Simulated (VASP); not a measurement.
Consider the following.

```yaml
crystal:
  lattice:
    - [6.24034, 0.00000, 0.00000]
    - [0.00000, 6.24034, 0.00000]
    - [0.00000, 0.00000, 6.24034]
  atoms:
    - { symbol: Cs, position: [0.00000, 0.00000, 0.00000] }
    - { symbol: Sn, position: [0.50000, 0.50000, 0.50000] }
    - { symbol: I, position: [0.50000, 0.00000, 0.50000] }
    - { symbol: I, position: [0.00000, 0.50000, 0.50000] }
    - { symbol: I, position: [0.50000, 0.50000, 0.00000] }
```

Calculation: PBE GGA, VASP's PBE PAW potentials (set 64) (plane waves; VASP). Settings: 400 eV cut-off, 4×4×4 Γ-centred mesh, tetrahedra with Blöchl corrections, potentials Cs_sv Sn_d I.

The cores are frozen, which limits the accuracy of field gradients.

**Question.** Give the principal components of the electric field gradient (V/Å²) and the asymmetry η at each nucleus.

**Answer.** 
```csv
atom,Vxx,Vyy,Vzz,η
Cs1,0.0,0.0,0.0,-
Sn2,0.0,0.0,0.0,-
I3,-183.9,-183.9,367.9,0.00
I4,-183.9,-183.9,367.9,0.00
I5,-183.9,-183.9,367.9,0.00
```

The compound is CsSnI3 in the cubic perovskite structure, the ideal cubic form; the compound distorts at low or room temperature. It was relaxed first.
